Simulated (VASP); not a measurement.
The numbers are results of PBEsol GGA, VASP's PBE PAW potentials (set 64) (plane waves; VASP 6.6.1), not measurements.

A VASP calculation is set up with these files.

**POSCAR**
```
Ga2In2N4
21.9951030
  0.0762583949  -0.1320834114   0.0000000000
  0.0762583949   0.1320834114   0.0000000000
  0.0000000000   0.0000000000   0.5000000068
In N Ga
2 4 2
Cartesian
  0.0762583949  -0.0440278918   0.1303849176
  0.0762583949   0.0440278918   0.4952945604
  0.0762583949  -0.0440278918   0.2292253986
  0.0762583949   0.0440278918   0.0927246012
  0.0762583949  -0.0440278918   0.4583234264
  0.0762583949   0.0440278918   0.3443156902
  0.0762583949  -0.0440278918   0.3708623701
  0.0762583949   0.0440278918   0.2558690680
```

### KPOINTS
```
Automatic
0
gamma
 9 9 3
```

**INCAR**
```
! general
SYSTEM  = Ga2In2N4
PREC    = Accurate
ENCUT   = 520
LREAL   = .FALSE.
LASPH   = .TRUE.

! electronic loop
EDIFF   = 1E-7
NELM    = 100
ALGO    = Normal
LMAXMIX = 4

! smearing
ISMEAR  = -5

! functional
GGA     = PS

! ions
ISIF    = 2

! output
LWAVE   = .FALSE.
LCHARG  = .TRUE.
LORBIT  = 11
NEDOS   = 601

! other
LEFG    = .TRUE.
```

POTCAR, in this order: In_d N Ga_d (PBE.64 set). Program: vasp_std.

The run wrote:

### OSZICAR
```
       N       E                     dE             d eps       ncg     rms          rms(c)
DAV:   1     0.833139153066E+03    0.83314E+03   -0.34073E+04  2706   0.275E+03
DAV:   2     0.111018978188E+03   -0.72212E+03   -0.70102E+03  2762   0.662E+02
DAV:   3    -0.420238253405E+02   -0.15304E+03   -0.14957E+03  3046   0.252E+02
DAV:   4    -0.562169719744E+02   -0.14193E+02   -0.14073E+02  3497   0.742E+01
DAV:   5    -0.565983350886E+02   -0.38136E+00   -0.38028E+00  3652   0.140E+01    0.180E+01
DAV:   6    -0.486264133941E+02    0.79719E+01   -0.32109E+01  4497   0.604E+01    0.107E+01
DAV:   7    -0.489100425476E+02   -0.28363E+00   -0.44957E+00  2969   0.121E+01    0.432E+00
DAV:   8    -0.488325013353E+02    0.77541E-01   -0.35144E-01  4249   0.597E+00    0.227E+00
DAV:   9    -0.488065459341E+02    0.25955E-01   -0.92175E-02  4273   0.370E+00    0.504E-01
DAV:  10    -0.488045774134E+02    0.19685E-02   -0.11524E-02  3917   0.118E+00    0.329E-01
DAV:  11    -0.488045860977E+02   -0.86843E-05   -0.46548E-03  4430   0.535E-01    0.207E-01
DAV:  12    -0.488046999015E+02   -0.11380E-03   -0.40212E-04  4161   0.233E-01    0.700E-02
DAV:  13    -0.488047281684E+02   -0.28267E-04   -0.14711E-04  3124   0.103E-01    0.300E-02
DAV:  14    -0.488047237079E+02    0.44606E-05   -0.22612E-05  3916   0.569E-02    0.146E-02
DAV:  15    -0.488047244723E+02   -0.76445E-06   -0.64201E-06  4220   0.335E-02    0.375E-03
DAV:  16    -0.488047245631E+02   -0.90820E-07   -0.11119E-06  3260   0.124E-02    0.237E-03
DAV:  17    -0.488047245248E+02    0.38342E-07   -0.28849E-07  2244   0.782E-03
   1 F= -.48804725E+02 E0= -.48804725E+02  d E =0.000000E+00
```

**OUTCAR**
```
------------------------ aborting loop because EDIFF is reached ----------------------------------------
  FORCE on cell =-STRESS in cart. coord.  units (eV):
  Direction    XX          YY          ZZ          XY          YZ          ZX
  --------------------------------------------------------------------------------------
  Total        0.0028802      0.0028802      0.0363515      0.0000000     -0.0000000      0.0000000
  in kB        0.0430539      0.0430539      0.5433987      0.0000000     -0.0000000      0.0000000
  external PRESSURE =       0.2098355 kB  Pullay stress =       0.0000000 kB
  volume of cell :      107.18
      direct lattice vectors                 reciprocal lattice vectors
     1.677311251 -2.905188238  0.000000000     0.298096134 -0.172105887  0.000000000
     1.677311251  2.905188238  0.000000000     0.298096134  0.172105887  0.000000000
     0.000000000  0.000000000 10.997551651     0.000000000  0.000000000  0.090929330
 POSITION                                       TOTAL-FORCE (eV/Angst)
 -----------------------------------------------------------------------------------
      1.67731     -0.96840      2.86783        -0.000000     -0.000000     -0.001392
      1.67731      0.96840     10.89405         0.000000     -0.000000      0.020583
      1.67731     -0.96840      5.04184        -0.000000      0.000000     -0.004610
      1.67731      0.96840      2.03949        -0.000000     -0.000000     -0.003762
      1.67731     -0.96840     10.08087        -0.000000      0.000000     -0.003980
      1.67731      0.96840      7.57326         0.000000      0.000000     -0.010818
      1.67731     -0.96840      8.15716         0.000000      0.000000      0.004165
      1.67731      0.96840      5.62787         0.000000     -0.000000     -0.000185
 -----------------------------------------------------------------------------------
    total drift:                                0.000000      0.000001     -0.000475
  FREE ENERGIE OF THE ION-ELECTRON SYSTEM (eV)
  ---------------------------------------------------
  free  energy   TOTEN  =       -48.8047245248 eV

  energy  without entropy=      -48.8047245248  energy(sigma->0) =      -48.80472452

 total charge

# of ion       s       p       d       tot
------------------------------------------
    1        0.775   0.860  10.024  11.659
    2        0.770   0.866  10.030  11.666
    3        1.228   2.408   0.000   3.636
    4        1.236   2.436   0.000   3.672
    5        1.230   2.476   0.000   3.706
    6        1.223   2.444   0.000   3.666
    7        0.776   0.812  10.141  11.729
    8        0.782   0.812  10.138  11.731
--------------------------------------------------
tot          8.019  13.113  40.333  61.465

 Electric field gradients after diagonalization (V/A^2)
 (convention: |V_zz| > |V_xx| > |V_yy|)
----------------------------------------------------------------------
 ion       V_xx      V_yy      V_zz     asymmetry (V_yy - V_xx)/ V_zz
----------------------------------------------------------------------
   1     -10.162   -10.158    20.321       0.000
   2     -15.791   -15.786    31.577       0.000
   3       3.097     3.096    -6.193       0.000
   4      -9.327    -9.326    18.653       0.000
   5      -7.072    -7.071    14.143       0.000
   6       5.533     5.532   -11.064       0.000
   7      11.584    11.578   -23.162       0.000
   8      14.944    14.938   -29.881       0.000
```
(Selected blocks of OUTCAR.)

The structure was generated: Ga2In2N4 was put into an ordered model structure (P3m1), which need not be its known phase. It was relaxed first.
